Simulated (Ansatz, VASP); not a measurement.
**Cross-check of Si2Mo between VASP and Ansatz**

One calculation is typed for both programs; each brings its own data sets. How far apart do they land? The cell is taken from a series of runs on this material, whose earlier steps may have relaxed, scaled, displaced or heated it; both programs get it as it stands.

Method: plane waves, with VASP 6.6.1 beside it; PBEsol, in Ansatz 0.2.0.

### Step 1. Set-up

It takes space group I4/mmm (No. 139, tetragonal). The conventional cell has a = 3.095 Å, b = 3.095 Å, c = 7.921 Å, α = 90.00°, β = 90.00°, γ = 90.00°. Nearest to Si lie 5 Mo at 2.55 to 2.65 Å and 5 Si at 2.57 to 2.62 Å. Mo has 10 Si at 2.55 to 2.65 Å nearest. Farther neighbours are not listed.

### Step 2. Ansatz: zone-centre phonons, PBEsol

Ansatz runs on its PAW soft_1 files.

Second derivatives magnify differences that forces hide, and they need a tight electronic threshold.

File input.yaml:

```yaml
crystal:
  lattice:
    - [-1.5473900197, 1.5473900197, 3.9604116588]
    - [1.5473900197, -1.5473900197, 3.9604116588]
    - [1.5473900197, 1.5473900197, -3.9604116588]
  atoms:
    - { symbol: Si, position: [0.3345670646, 0.3345670646, 0.0] }
    - { symbol: Si, position: [0.6654329354, 0.6654329354, 0.0] }
    - { symbol: Mo, position: [0.0, 0.0, 0.0] }
kpoints:
  mp_grid: { grid: [20, 20, 20] }
hamiltonian:
  xc: pbesol
  pseudopotentials: { kind: paw, azcp: { folder: soft_1 }, xc_functional: pbe }
scf:
  occupations: { method: methfessel_paxton, width: 0.2 }
output:
  eigenvalues: true
phonons:
  method: dfpt
```

The run is started by

```console
$ ansatz run input.yaml --threads 4 --pin off --max-ram 10240MiB --backend cpu --events-out ev --progress --plain --runs-dir out
```

Numbers of over 12 decimals in the logs are rounded to 6 here.

What it wrote:

```text
zone centre: on kpoints.mp_grid the ground state, and the responses unless they are solved on pairs of k-points, stand on 1166 of the mesh's 8000 k-points, reduced under 4 symmetry operations, with k and −k counted as one. Each operation leaves every solved displacement unchanged or reverses it
Engine: ansatz 0.2.0, aarch64-unknown-linux-gnu
Pseudopotentials: kind: paw
Pseudopotential: Si, paw, valence charge 4, recommended cutoff 420 eV (normal), soft_1/Si.paw.azcp
Pseudopotential: Mo, paw, valence charge 14, recommended cutoff 420 eV (normal), soft_1/Mo.paw.azcp
Functional definition: PBEsol
  exchange = pbesol_x
  correlation = pbesol_c
Crystal: 3 atoms, lattice volume = 37.931 Å³
Basis set: ecut = 420 eV, 769 PW (Γ), exchange–correlation on 64×64×64 points (8 copies of the dense FFT grid, shifted against one another)
Bands: 15, of which v1, the nominal top of the filled ones, is band 11 counted from 1 (10 counted from 0)
Symmetry: 16 space group operations
k-points: 1166 of 8000 (irreducible under 4 space group operations, time reversal used)
Non-local potential: Si, projectors of the file, l = 0: 2, l = 1: 2, l = 2: 1
Non-local potential: Mo, projectors of the file, l = 0: 3, l = 1: 2, l = 2: 2, l = 3: 1
PAW form: soft (Blöchl's): semilocal exchange-correlation on the pseudo side does not see the compensation charge
PAW frozen core: Si, regenerated for the run's functional, and the local potential with it (the file was generated under x = pbe(κ = 0.804, μ = 0.219515), c = pbe(β = 0.066725))
PAW frozen core: Mo, regenerated for the run's functional, and the local potential with it (the file was generated under x = pbe(κ = 0.804, μ = 0.219515), c = pbe(β = 0.066725))
PAW one-centre angular grid: Si, 110 points (default); XC on 64 Gauss nodes
PAW one-centre angular grid: Mo, 590 points (default); XC on 64 Gauss nodes
Initial density: superposition of atomic densities (chi_scale 0.1, normalization cell, long waves kept (reshape's long-wave potential 0.00 eV rms))
Initial wavefunctions: pseudopotential atomic-orbital guess
Functional: x = pbesol(κ = 0.804, μ = 0.123457), c = pbesol(β = 0.046)
SCF iter   1: F=—  HF=-6143.354686 eV  |F-HF|=—  |Δ(HF+E_count)|=         —  Δρ=9.27e-2  dr2=4.68e0  ethr=3.10e-3  ⟨swp⟩=5.4  Hψ=101383  notcnv=0
preconditioner: auto → Kerker (q_TF=auto, 2.492 Å⁻¹)  [metal: Δε(μ)=0.005 eV  Ē_g=8.458 eV  σ=0.200 eV  W_gap=0.02  n_scr=10 (ndim 8)  ℏωp=22.6 eV  f_vac=0.000  D(μ)=0.56/eV (n_scr^D=2)]
SCF iter   2: F=—  HF=-6142.258001 eV  |F-HF|=—  |Δ(HF+E_count)|=    1.10e0  S|Δr|=    0.00e0  Δρ=3.24e-2  dr2=2.95e-1  ethr=3.10e-3  ⟨swp⟩=2.1  Hψ=43249  notcnv=0  defer=7
SCF iter   3: F=—  HF=-6142.195959 eV  |F-HF|=—  |Δ(HF+E_count)|=   6.20e-2  S|Δr|=    0.00e0  Δρ=1.47e-2  dr2=6.38e-2  ethr=1.34e-3  ⟨swp⟩=2.2  Hψ=25526  notcnv=0  defer=7
SCF iter   4: F=—  HF=-6142.181008 eV  |F-HF|=—  |Δ(HF+E_count)|=   1.50e-2  S|Δr|=    0.00e0  Δρ=2.36e-3  dr2=2.17e-3  ethr=2.90e-4  ⟨swp⟩=2.6  Hψ=25679  notcnv=0  defer=7
SCF iter   5: F=—  HF=-6142.180373 eV  |F-HF|=—  |Δ(HF+E_count)|=   6.35e-4  S|Δr|=    0.00e0  Δρ=2.38e-4  dr2=3.30e-5  ethr=9.87e-6  ⟨swp⟩=2.8  Hψ=28549  notcnv=0  defer=7
SCF iter   6: F=—  HF=-6142.180367 eV  |F-HF|=—  |Δ(HF+E_count)|=   6.45e-6  S|Δr|=    0.00e0  Δρ=2.45e-5  dr2=1.83e-7  ethr=1.50e-7  ⟨swp⟩=2.2  Hψ=23194  notcnv=0  defer=7
SCF iter   7: F=—  HF=-6142.180366 eV  |F-HF|=—  |Δ(HF+E_count)|=   5.18e-7  S|Δr|=    0.00e0  Δρ=3.43e-6  dr2=3.39e-9  ethr=8.30e-10  ⟨swp⟩=2.3  Hψ=26720  notcnv=0  defer=7
SCF iter   8: F=—  HF=-6142.180366 eV  |F-HF|=—  |Δ(HF+E_count)|=  3.84e-10  S|Δr|=    0.00e0  Δρ=5.98e-7  dr2=1.41e-10  ethr=1.54e-11  ⟨swp⟩=2.4  Hψ=29276  notcnv=0  defer=7
SCF iter   9: F=-6142.180366 eV  HF=-6142.180366 eV  |F-HF|=1.82e-12  |Δ(HF+E_count)|=  3.27e-11  S|Δr|=    0.00e0  Δρ=7.12e-8  dr2=2.29e-12  ethr=1.00e-12  ⟨swp⟩=6.1  Hψ=78275  notcnv=0
SCF 1 converged in 9 iterations: F = -6142.180366 eV  dr2 = 2.29e-12
  greatest PAW one-centre occupation: 0.999 electrons in one spin orbital (limit 2), on the Mo atom at site 2 (counted from 0), in its partial waves of l = 0
DFPT response loops at Γ: preconditioner auto → Kerker (q_TF=auto, 2.492 Å⁻¹) (partly filled bands, converged f_vac=0.000); β = 1.00, the filter's whole step (`scf.mixing.beta` (0.50) is not read by the response loops under this deck's `scf.mixing.preconditioner`; to damp them name `kerker` or `kerker_dos`, under which they read `scf.mixing.beta`, and type it under 1.00, their step now; both keys bind the ground state too); Broyden in place of MSR1
SCF converged after 9 iterations
Stability not checked: this state was not tested for a lower state beside it, because cold or Methfessel-Paxton smearing, or corrected tetrahedra, fill the levels in a way that the test cannot read (fill_not_monotonic; see scf.lower_state_search)
Free energy (F): -6142.180366 eV
Harris-Foulkes:  -6142.180366 eV  (|F-HF|=1.82e-12)
Internal energy: -6142.180851 eV  (E = F + TS)
E sigma→0 (E₀):  -6142.180487 eV
Entropy (-TS):   0.000485 eV (0.162 meV/atom)
Fermi energy:    17.091895 eV
--- Per-component energies (eV) ---
  E_band       = -25.641269
  E_kinetic    = 517.811410
  E_local      = -1099.208775  (includes V_loc(G=0)·N_el)
  E_nonlocal   = 195.551431
  E_hartree    = 424.345998
  E_xc         = -293.753838
  E_vxc        = -323.687975  (∫ρ·V_xc dr)
  E_paw        = -4150.398991  (= ΣΔE_a)
  E_vpaw       = -164.799459  (= ΣTr[D̂ρ^β])
  E_aug_tail   = 0.000128  (compensation charges beyond the density's cutoff)
  E_ewald      = -1736.800636
  E_core_change = 0.272421  (= ΣΔE_core)
  E_smearing   = 0.000485  (= −TS)
  E_closure    = 0.000000  (closes the sum)
  Σ components = -6142.180366   (vs F -6142.180366, Δ=0.00e0)
--- Band table (eV; the first three rows and the last of 1166) ---
  k-point 0: bands = [... 7 lower, 13.5851, 14.4301, 14.4301, 17.6662, 19.9893, 20.7878, 21.0728, 21.0728]
  k-point 1: bands = [... 7 lower, 13.6177, 14.1864, 14.6827, 17.3396, 20.1971, 20.4165, 20.8476, 21.1062]
  k-point 2: bands = [... 7 lower, 13.5927, 13.7163, 15.1172, 16.5325, 19.9083, 20.5540, 20.7391, 21.1872]
  k-point 1165: bands = [... 7 lower, 14.5825, 16.3587, 16.3587, 16.8444, 16.8444, 17.7835, 21.1890, 22.6912]
--- Phonons (Γ-DFPT): 4 representative perturbations + reference, on 1166 of 8000 k-points (Σ response iterations 12) ---
  k mesh reduced under 4 symmetry operations, with k and −k counted as one. Each operation leaves every solved displacement unchanged or reverses it
  ASR residual: 2.688e-5 → 0.000e0 eV/Å²; symmetrization residual: 4.054e-6 eV/Å²
  ASR residual per site (eV/Å²): 1.68e-5 1.68e-5 2.69e-5
  Γ frequencies (cm⁻¹): 0.00 0.00 0.00 312.86 312.86 325.86 369.85 369.85 432.24
  non-analytic LO–TO correction: not included (Born effective charges unavailable; polar crystals: no LO–TO splitting at Γ)
```

(Continued in part 2 of 2.)

[Lines on the potential files, build, host, timing and source positions are cut from VASP's logs without a mark.]

[Logs are printed without paths, hosts, clocks, repeated set-up lines and the standing remarks that a program may print on its own settings, such as how far it seeks lower states.]

[Hosts, paths, dates, database ids (printed as entryN), source tags and the programs' standing remarks are cut or masked in the printed files.]
